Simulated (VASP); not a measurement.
All values below come from G0W0 on PBE orbitals, VASP's PBE PAW potentials (set 64) (plane waves; VASP).

The input files of a VASP run:

File POSCAR:
```
BAs
4.780
  0.0000000000   0.5000000000   0.5000000000
  0.5000000000   0.0000000000   0.5000000000
  0.5000000000   0.5000000000   0.0000000000
B As
1 1
Cart
  0.0000000000   0.0000000000   0.0000000000
  0.2500000000   0.2500000000   0.2500000000
```

### INCAR
```
ALGO  =  EVGW0
ENCUT  =  500
ENCUTGW  =  250
GGA  =  PE
ISMEAR  =  0
LASPH  =  .TRUE.
LCHARG  =  .FALSE.
LREAL  =  .FALSE.
LSPECTRALGW  =  .TRUE.
LWAVE  =  .FALSE.
NBANDS  =  240
NBANDSGW  =  12
NELMGW  =  1
NOMEGA  =  64
PREC  =  Normal
SIGMA  =  0.01
SYSTEM  =  BAs
```

**KPOINTS**
```
kpoints
0
Gamma
4 4 4
0 0 0
```

POTCAR, in this order: B_GW As_GW (PBE.64 set). Program: vasp_std. Read from the step before: WAVECAR, WAVEDER.

Output of the run:

### OSZICAR
```
energies w=
    0.000    0.000    0.604    0.000    1.206    0.000    1.805    0.000
    2.401    0.000    2.991    0.000    3.576    0.000    4.153    0.000
    4.723    0.000    5.286    0.000    5.840    0.000    6.387    0.000
    6.927    0.000    7.459    0.000    7.984    0.000    8.504    0.000
    9.018    0.000    9.527    0.000   10.033    0.000   10.536    0.000
   11.037    0.000   11.537    0.000   12.038    0.000   12.541    0.000
   13.046    0.000   13.556    0.000   14.071    0.000   14.593    0.000
   15.124    0.000   15.666    0.000   16.221    0.000   16.789    0.000
   17.375    0.000   17.980    0.000   18.608    0.000   19.261    0.000
   19.943    0.000   20.659    0.000   21.412    0.000   22.209    0.000
   23.055    0.000   23.958    0.000   24.927    0.000   25.971    0.000
   27.104    0.000   28.338    0.000   29.694    0.000   31.191    0.000
   32.857    0.000   34.725    0.000   36.840    0.000   39.256    0.000
   42.046    0.000   45.308    0.000   49.174    0.000   53.834    0.000
   59.556    0.000   66.753    0.000   76.070    0.000   88.592    0.000
  106.294    0.000  133.176    0.000  178.768    0.000  272.752    0.000
NQ=   1    0.0000    0.0000    0.0000,
 performed        166000 updates of chi_q(r,r)
NQ=   2    0.2500    0.0000    0.0000,
 performed        494000 updates of chi_q(r,r)
NQ=   3    0.5000    0.0000    0.0000,
 performed        776000 updates of chi_q(r,r)
NQ=   4    0.2500    0.2500    0.0000,
 performed       1104000 updates of chi_q(r,r)
NQ=   5    0.5000    0.2500    0.0000,
 performed       1558000 updates of chi_q(r,r)
NQ=   6   -0.2500    0.2500    0.0000,
 performed       1966000 updates of chi_q(r,r)
NQ=   7    0.5000    0.5000    0.0000,
 performed       2213000 updates of chi_q(r,r)
NQ=   8   -0.2500    0.5000    0.2500,
 performed       2529000 updates of chi_q(r,r)
 resolving degeneracies of screened two electron integrals
```

### OUTCAR
```


 k-point   1 :       0.0000    0.0000    0.0000
  band No.  KS-energies  QP-energies   sigma(KS)   V_xc(KS)     V^pw_x(r,r')   Z            occupation Imag(sigma)

      1      -9.2164     -10.0800     -12.8512     -11.6469     -19.5729       0.7171       2.0000       1.2286
      2       6.1827       5.5240     -13.4274     -12.5917     -14.3070       0.7882       2.0000       0.0412
      3       6.1827       5.5240     -13.4274     -12.5917     -14.3070       0.7882       2.0000       0.0412
      4       6.1827       5.5240     -13.4274     -12.5917     -14.3070       0.7882       2.0000       0.0412
      5       9.4395       9.6190     -11.1483     -11.3769      -6.5768       0.7852       0.0000      -0.0713
      6       9.4395       9.6190     -11.1483     -11.3769      -6.5768       0.7852       0.0000      -0.0713
      7       9.4395       9.6190     -11.1483     -11.3769      -6.5768       0.7852       0.0000      -0.0713
      8      10.8218      11.2075     -12.1000     -12.6081      -6.4580       0.7589       0.0000      -0.1081
      9      15.7379      15.6208      -9.0376      -8.8890      -3.0314       0.7882       0.0000      -0.2682
     10      19.1018      19.0083     -10.5216     -10.4014      -4.3606       0.7778       0.0000      -0.3218
     11      19.1018      19.0083     -10.5216     -10.4014      -4.3606       0.7778       0.0000      -0.3218
     12      20.5156      20.4395      -9.1024      -9.0057      -2.4923       0.7866       0.0000      -0.5188

 k-point   2 :       0.2500    0.0000    0.0000
  band No.  KS-energies  QP-energies   sigma(KS)   V_xc(KS)     V^pw_x(r,r')   Z            occupation Imag(sigma)

      1      -8.2157      -9.0158     -12.8766     -11.7454     -19.2691       0.7073       2.0000       1.0787
      2       1.2400       0.4724     -12.8311     -11.8164     -15.3152       0.7564       2.0000       0.1204
      3       5.0318       4.3590     -13.2057     -12.3485     -14.4100       0.7849       2.0000       0.0493
      4       5.0318       4.3590     -13.2057     -12.3485     -14.4100       0.7849       2.0000       0.0493
      5       9.2218       9.3952     -11.3838     -11.6061      -6.5563       0.7798       0.0000      -0.0760
      6      10.8151      10.9971     -11.1936     -11.4278      -6.2004       0.7770       0.0000      -0.0917
      7      10.8151      10.9971     -11.1936     -11.4278      -6.2004       0.7770       0.0000      -0.0917
      8      14.0613      14.2752     -11.4641     -11.7498      -5.1356       0.7487       0.0000      -0.2090
      9      17.3837      17.2846      -9.9619      -9.8349      -3.9818       0.7805       0.0000      -0.2933
     10      17.3837      17.2846      -9.9619      -9.8349      -3.9818       0.7805       0.0000      -0.2933
     11      17.4473      17.3708      -9.1776      -9.0793      -2.9614       0.7777       0.0000      -0.3382
     12      20.8435      20.8353      -9.8452      -9.8345      -2.9947       0.7631       0.0000      -0.5460

 k-point   3 :       0.5000    0.0000    0.0000
  band No.  KS-energies  QP-energies   sigma(KS)   V_xc(KS)     V^pw_x(r,r')   Z            occupation Imag(sigma)

      1      -6.3482      -7.0889     -13.1425     -12.1273     -18.8289       0.7295       2.0000       0.8234
      2      -2.6050      -3.4324     -12.3908     -11.2484     -16.6062       0.7243       2.0000       0.3752
      3       4.3595       3.6539     -13.2289     -12.3238     -14.7380       0.7796       2.0000       0.0572
      4       4.3595       3.6539     -13.2289     -12.3238     -14.7380       0.7796       2.0000       0.0572
      5       8.8466       8.9895     -11.4227     -11.6056      -6.6325       0.7810       0.0000      -0.0729
      6      10.9427      11.0737     -10.7021     -10.8693      -5.6535       0.7831       0.0000      -0.0957
      7      10.9427      11.0737     -10.7021     -10.8693      -5.6535       0.7831       0.0000      -0.0957
      8      15.0358      15.0178      -9.6349      -9.6113      -3.2567       0.7603       0.0000      -0.2504
      9      18.8801      18.9719     -10.2708     -10.3926      -3.3576       0.7531       0.0000      -0.4208
     10      20.7209      20.7566     -10.6067     -10.6538      -3.5476       0.7581       0.0000      -0.5683
     11      20.7209      20.7566     -10.6067     -10.6538      -3.5476       0.7581       0.0000      -0.5683
     12      22.4382      22.5491     -11.3263     -11.4742      -3.7320       0.7500       0.0000      -0.8108

 k-point   4 :       0.2500    0.2500    0.0000
  band No.  KS-energies  QP-energies   sigma(KS)   V_xc(KS)     V^pw_x(r,r')   Z            occupation Imag(sigma)

      1      -7.8712      -8.6530     -12.8652     -11.7712     -19.1513       0.7146       2.0000       1.0336
      2       2.0790       1.3251     -13.4056     -12.4184     -15.6240       0.7636       2.0000       0.1005
      3       3.4754       2.7562     -12.8964     -11.9680     -14.6021       0.7747       2.0000       0.0669
      4       3.4754       2.7562     -12.8964     -11.9680     -14.6021       0.7747       2.0000       0.0669
      5       7.8230       7.8489     -10.5769     -10.6095      -6.2509       0.7933       0.0000      -0.0619
      6      10.6803      10.7444     -10.2750     -10.3570      -5.0859       0.7820       0.0000      -0.0963
      7      13.5565      13.7965     -11.6834     -11.9983      -5.8330       0.7618       0.0000      -0.1739
      8      13.5565      13.7965     -11.6834     -11.9983      -5.8330       0.7618       0.0000      -0.1739
      9      16.4333      16.5456     -11.1869     -11.3345      -4.6689       0.7609       0.0000      -0.3142
     10      19.9712      20.0619      -9.9343     -10.0522      -3.2500       0.7700       0.0000      -0.4885
     11      20.5919      20.5164     -10.5353     -10.4378      -4.0759       0.7750       0.0000      -0.4465
     12      23.4531      23.2956      -9.4205      -9.2159      -2.4138       0.7694       0.0000      -0.7526

 k-point   5 :       0.5000    0.2500    0.0000
  band No.  KS-energies  QP-energies   sigma(KS)   V_xc(KS)     V^pw_x(r,r')   Z            occupation Imag(sigma)

      1      -5.9426      -6.6649     -13.0901     -12.0937     -18.6055       0.7250       2.0000       0.7527
      2      -1.5371      -2.3669     -12.9072     -11.7715     -16.7288       0.7307       2.0000       0.2879
      3       1.4447       0.6668     -12.5537     -11.5363     -14.8606       0.7646       2.0000       0.1123
      4       3.0031       2.2606     -12.9328     -11.9690     -14.8574       0.7704       2.0000       0.0746
      5       8.5552       8.5623     -10.3354     -10.3443      -5.7493       0.7915       0.0000      -0.0692
      6      12.0073      12.1869     -10.9111     -11.1446      -5.3194       0.7694       0.0000      -0.1273
      7      13.8324      13.9368     -11.1761     -11.3131      -5.3462       0.7625       0.0000      -0.1756
      8      14.0684      14.2685     -11.2446     -11.5079      -5.2235       0.7599       0.0000      -0.1967
      9      18.1582      18.2689     -11.0218     -11.1693      -3.9246       0.7501       0.0000      -0.4357
     10      21.1551      21.1063     -10.6011     -10.5381      -3.6414       0.7753       0.0000      -0.5846
     11      21.8814      21.9675     -10.6280     -10.7417      -3.3154       0.7570       0.0000      -0.6941
     12      23.2257      23.1942     -10.1801     -10.1384      -3.0999       0.7557       0.0000      -0.7163

 k-point   6 :      -0.2500    0.2500    0.0000
  band No.  KS-energies  QP-energies   sigma(KS)   V_xc(KS)     V^pw_x(r,r')   Z            occupation Imag(sigma)

      1      -6.6990      -7.4635     -13.0042     -11.9528     -18.8258       0.7271       2.0000       0.8675
      2      -0.4631      -1.2652     -13.0739     -11.9855     -16.4151       0.7370       2.0000       0.2080
      3       1.0885       0.3059     -12.3488     -11.3209     -14.7657       0.7614       2.0000       0.1212
      4       4.2127       3.5073     -13.1311     -12.2265     -14.6166       0.7797       2.0000       0.0576
      5       9.6750       9.7920     -10.7463     -10.8956      -5.8645       0.7837       0.0000      -0.0798
      6      12.2729      12.5088     -11.2240     -11.5328      -5.6350       0.7638       0.0000      -0.1356
      7      13.1262      13.3472     -11.1990     -11.4871      -5.4406       0.7672       0.0000      -0.1540
      8      13.5512      13.6422     -11.1773     -11.2975      -5.1737       0.7568       0.0000      -0.1783
      9      16.5221      16.3862      -9.9315      -9.7589      -4.1999       0.7870       0.0000      -0.2446
     10      18.3017      18.3158     -10.4806     -10.4993      -3.6980       0.7555       0.0000      -0.4188
     11      21.7776      21.9246     -10.7841     -10.9786      -3.3439       0.7557       0.0000      -0.7068
     12      23.5025      23.3142      -9.6242      -9.3778      -2.6779       0.7643       0.0000      -0.6715

 k-point   7 :       0.5000    0.5000    0.0000
  band No.  KS-energies  QP-energies   sigma(KS)   V_xc(KS)     V^pw_x(r,r')   Z            occupation Imag(sigma)

      1      -5.0332      -5.6862     -13.1450     -12.2448     -18.2260       0.7253       2.0000       0.6051
      2      -2.3457      -3.2108     -13.0417     -11.8321     -17.3669       0.7153       2.0000       0.3724
      3       2.1001       1.3331     -12.8380     -11.8325     -15.1095       0.7629       2.0000       0.0918
      4       2.1001       1.3331     -12.8380     -11.8325     -15.1095       0.7629       2.0000       0.0918
      5       7.5962       7.4684     -10.2083     -10.0477      -5.8207       0.7953       0.0000      -0.0635
      6       7.6077       7.6162      -9.9897     -10.0003      -5.5888       0.7995       0.0000      -0.0631
      7      17.5233      17.8050     -11.9310     -12.3151      -4.4983       0.7337       0.0000      -0.4623
      8      17.5233      17.8050     -11.9310     -12.3151      -4.4983       0.7337       0.0000      -0.4623
      9      19.0321      19.2676     -11.3631     -11.6832      -3.8665       0.7358       0.0000      -0.5092
...
```
(Selected blocks of OUTCAR.)

The mesh is coarse and the basis finite, so the quasiparticle values are not converged.

The compound is BAs in the zinc blende structure. The cell was not relaxed at this level. The k-mesh is coarse (spacing up to 0.57 per Å, 2π included), so the numbers may not be converged in it.
